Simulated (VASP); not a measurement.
Computed with PBE GGA, VASP's PBE PAW potentials (set 64) (plane waves; VASP).

VASP input:

INCAR:
```
# general
SYSTEM   =  NaI
PREC     =  Accurate
ENCUT    =  500
LREAL    =  .False.
LASPH    =  .True.

# electronic loop
EDIFF    =  1E-6
NELM     =  100
ALGO     =  Normal
LMAXMIX  =  4

# smearing
ISMEAR   =  0
SIGMA    =  0.05

# functional
GGA      =  PE

# ions
IBRION   =  2
NSW      =  40
ISIF     =  3
EDIFFG   =  -0.02
PSTRESS  =  100

# output
LWAVE    =  .False.
LCHARG   =  .False.
```

### POSCAR
```
NaI
1.0
  0.0000000000   2.9401376443   2.9401376443
  2.9401376443   0.0000000000   2.9401376443
  2.9401376443   2.9401376443   0.0000000000
Na I
1 1
Direct
  0.0000000000   0.0000000000   0.0000000000
  0.5000000000   0.5000000000   0.5000000000
```

**KPOINTS**
```
Automatic
0
gamma
8 8 8
0 0 0
```

POTCAR, in this order: Na_pv I (PBE.64 set). Program: vasp_std.

What VASP printed:

File OSZICAR:
```
       N       E                     dE             d eps       ncg     rms          rms(c)
DAV:   1     0.788547888332E+02    0.78855E+02   -0.68654E+03   649   0.118E+03
DAV:   2     0.118523216683E+01   -0.77670E+02   -0.72618E+02   671   0.250E+02
DAV:   3    -0.483267823361E+01   -0.60179E+01   -0.59626E+01   772   0.689E+01
DAV:   4    -0.499803568151E+01   -0.16536E+00   -0.16525E+00   776   0.113E+01
DAV:   5    -0.500238354030E+01   -0.43479E-02   -0.43476E-02   769   0.193E+00    0.216E+00
DAV:   6    -0.495780707666E+01    0.44576E-01   -0.55679E-02   754   0.174E+00    0.149E+00
DAV:   7    -0.494989876422E+01    0.79083E-02   -0.56925E-02   740   0.175E+00    0.605E-01
DAV:   8    -0.495076344165E+01   -0.86468E-03   -0.28572E-03   698   0.546E-01    0.105E-01
DAV:   9    -0.495073836963E+01    0.25072E-04   -0.98894E-05   758   0.124E-01    0.282E-02
DAV:  10    -0.495074938106E+01   -0.11011E-04   -0.23961E-05   722   0.702E-02    0.877E-03
DAV:  11    -0.495074918186E+01    0.19920E-06   -0.40647E-06   756   0.336E-02
   1 F= -.17780975E+01 E0= -.17780975E+01  d E =-.177810E+01
```

OUTCAR:
```
------------------------ aborting loop because EDIFF is reached ----------------------------------------
  FORCE on cell =-STRESS in cart. coord.  units (eV):
  Direction    XX          YY          ZZ          XY          YZ          ZX
  --------------------------------------------------------------------------------------
  Total        3.1785891      3.1785891      3.1785891      0.0000000      0.0000000     -0.0000000
  in kB      100.1871409    100.1871409    100.1871409      0.0000000      0.0000000     -0.0000000
  external PRESSURE =       0.1871409 kB  Pullay stress =     100.0000000 kB
  volume of cell :       50.83
      direct lattice vectors                 reciprocal lattice vectors
     0.000000000  2.940137644  2.940137644    -0.170060065  0.170060065  0.170060065
     2.940137644  0.000000000  2.940137644     0.170060065 -0.170060065  0.170060065
     2.940137644  2.940137644  0.000000000     0.170060065  0.170060065 -0.170060065
  FREE ENERGIE OF THE ION-ELECTRON SYSTEM (eV)
  ---------------------------------------------------
  free  energy   TOTEN  =        -4.9507491819 eV

  energy  without entropy=       -4.9507491818  energy(sigma->0) =       -4.95074918
  enthalpy is  TOTEN    =        -1.7780974512 eV   P V=        3.1726517306

 reached required accuracy - stopping structural energy minimisation
```
(Selected blocks of OUTCAR.)

### OUTCAR
```
 val. band max:        3.2375181058   @ k =   0.0000   0.0000   0.0000

 cond. band min:       7.8808870676   @ k =   0.5000   0.5000   0.0000


 Fermi energy:         3.4384926605

 k-point     1 :       0.0000    0.0000    0.0000
  band No.  band energies     occupation
      1     -19.1066      2.00000
      2     -19.1066      2.00000
      3     -19.1066      2.00000
      4      -8.7824      2.00000
      5       3.2375      2.00000
      6       3.2375      2.00000
      7       3.2375      2.00000
      8       7.8819      0.00000
      9      11.0322      0.00000
     10      11.0322      0.00000
     11      11.0322      0.00000

 k-point     2 :       0.1250    0.0000    0.0000
  band No.  band energies     occupation
      1     -19.1101      2.00000
      2     -19.1068      2.00000
      3     -19.1067      2.00000
      4      -8.6901      2.00000
      5       2.5158      2.00000
      6       3.1514      2.00000
      7       3.1514      2.00000
      8       8.4982      0.00000
      9      10.7220      0.00000
     10      11.2618      0.00000
     11      11.2618      0.00000

 k-point     3 :       0.2500    0.0000    0.0000
  band No.  band energies     occupation
      1     -19.1183      2.00000
      2     -19.1070      2.00000
      3     -19.1070      2.00000
      4      -8.4512      2.00000
      5       1.2241      2.00000
      6       2.9582      2.00000
      7       2.9582      2.00000
      8       8.7445      0.00000
      9      11.3353      0.00000
     10      11.3353      0.00000
     11      11.5895      0.00000

 k-point     4 :       0.3750    0.0000    0.0000
  band No.  band energies     occupation
      1     -19.1264      2.00000
      2     -19.1073      2.00000
      3     -19.1073      2.00000
      4      -8.1839      2.00000
      5       0.1925      2.00000
      6       2.7822      2.00000
      7       2.7822      2.00000
      8       8.4533      0.00000
      9      10.9962      0.00000
...
```

Unless said otherwise, spin-orbit coupling is left out, though it shifts the bands of the heavy elements here.

The compound is NaI in the rock salt structure. It was relaxed first under an external pressure of 10 GPa.
